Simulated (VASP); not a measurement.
The system is SnGe15.

```xyz
16
Lattice="0.0000 5.7084 -5.7084 5.7084 5.7084 0.0000 5.7084 0.0000 -5.7084" Properties=species:S:1:pos:R:3 pbc="T T T"
Sn    2.8542    2.8542   -5.7084
Ge    5.7084    5.7084   -5.7084
Ge    2.8542    0.0000   -2.8542
Ge    5.7084    2.8542   -2.8542
Ge    0.0000    2.8542   -2.8542
Ge    2.8542    5.7084   -2.8542
Ge    0.0000    0.0000    0.0000
Ge    2.8542    2.8542    0.0000
Ge    4.2813    4.2813   -4.2813
Ge    7.1355    7.1355   -4.2813
Ge    4.2813    7.1355   -7.1355
Ge    7.1355    9.9897   -7.1355
Ge    7.1355    4.2813   -7.1355
Ge    9.9897    7.1355   -7.1355
Ge    7.1355    7.1355   -9.9897
Ge    9.9897    9.9897   -9.9897
```

The cell was built by a generator and needn't be a form met in nature.

| Item | Value |
| --- | --- |
| Program | VASP 6.6.1 |
| Task | relaxation of cell and atoms |
| Functional | PBEsol |
| Potentials or basis | VASP PAW PBE potentials, release 64 (Sn_d, Ge_d) |
| Cutoff | 600 eV |
| k mesh | 6 × 6 × 6 |
| Occupations | gaussian, width 0.03 eV |
| Spin | no spin polarisation |

At the start: pressure 1.1 GPa; volume 23.25 Å³/atom.

Q: How do energy, volume and symmetry change on relaxing?

A: Over 14 steps the energy falls by 16.5 meV/atom and the volume is 23.53 Å³/atom (+1.2 %); space group F-43m (No. 216, to 0.05 Å).

Step by step:
```
step  energy change (eV)  largest force (eV/Å)  pressure (GPa)  volume (Å³)
   1              0.0000                1.4567            1.11       372.02
   2             -0.2479                0.2469           -0.64       380.74
   3             -0.2496                0.1566           -0.65       381.48
   4             -0.2495                0.1327           -0.71       381.69
   5             -0.2641                0.0255            0.06       376.35
   6             -0.2642                0.0247            0.06       376.74
   7             -0.2642                0.0236            0.03       377.03
   8             -0.2642                0.0232           -0.03       377.16
   9             -0.2644                0.0103           -0.02       377.12
  10             -0.2644                0.0112            0.01       377.11
  11             -0.2644                0.0132           -0.01       377.09
  12             -0.2644                0.0119           -0.04       377.10
  13             -0.2644                0.0125           -0.06       377.09
  14             -0.2644                0.0067            0.01       376.53
```

Final structure:
```
Sn Ge
1.0
     0.00000    5.73136   -5.73136
     5.73136    5.73136    0.00000
     5.73136    0.00000   -5.73136
Sn Ge
1 15
Direct
  0.50000 0.00000 0.50000
  0.49978 0.50022 0.49978
  0.00022 0.99978 0.49978
  0.00022 0.50022 0.49978
  0.49978 0.99978 0.00022
  0.49978 0.50022 0.00022
  0.00022 0.99978 0.00022
  0.00000 0.50000 0.00000
  0.37055 0.38834 0.37055
  0.37055 0.87055 0.37055
  0.87518 0.37518 0.37445
  0.88834 0.87055 0.37055
  0.37445 0.37518 0.87518
  0.37055 0.87055 0.88834
  0.87518 0.37518 0.87518
  0.87518 0.87445 0.87518
```

Caveat: the PAW data sets were made with another functional, which shifts forces and pressure a little.
